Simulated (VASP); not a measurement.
VASP ran on this input.

INCAR:
```
SYSTEM = LiCl
PREC = Accurate
ENCUT = 520
EDIFF = 1E-6
NELM = 100
ALGO = Normal
LREAL = .FALSE.
LASPH = .TRUE.
ISMEAR = 0
SIGMA = 0.05
GGA = PE
LWAVE = .FALSE.
LCHARG = .FALSE.
ISIF = 2
IBRION = 0
NSW = 3
TEBEG = 300
```

### KPOINTS
```
Automatic mesh
0
Gamma
7 7 7
0 0 0
```

### POSCAR
```
LiCl
1
    0.0000000000     2.6214000000     2.6214000000
    2.6214000000     0.0000000000     2.6214000000
    2.6214000000     2.6214000000     0.0000000000
Li Cl
1 1
Direct
  0.0000000000   0.0000000000   0.0000000000
  0.5000000000   0.5000000000   0.5000000000
```

POTCAR, in this order: Li_sv Cl (PBE.64 set). Program: vasp_std.

Output of the run:

Problem. Read input and log: which fault does this run have?
A. EDIFF is too loose for the force threshold
B. ALGO = VeryFast starts from random orbitals with almost no delay (NELMDL = -1)
C. molecular dynamics (IBRION = 0) was asked for without POTIM
D. IBRION is misspelt, so VASP ignores the line and takes its default

Solution. C, molecular dynamics (IBRION = 0) was asked for without POTIM. VASP stops with an error: Fatal error! IBRION=0, but no entry for POTIM on file INCAR. MUST be specified! ----> I REFUSE TO CONTINUE WITH THIS SICK JOB ... BYE!!! <----

To mend it, set POTIM to the time step in fs (1 to 2 fs suits most solids). The plain static run on this cell (PBE GGA, plane waves, VASP's PBE PAW potentials (set 64)) converges, and its OSZICAR ends with
```
   1 F= -.73767808E+01 E0= -.73767808E+01  d E =-.441376E-11
```

The compound is LiCl in the rock salt structure. The cell was not relaxed at this level.
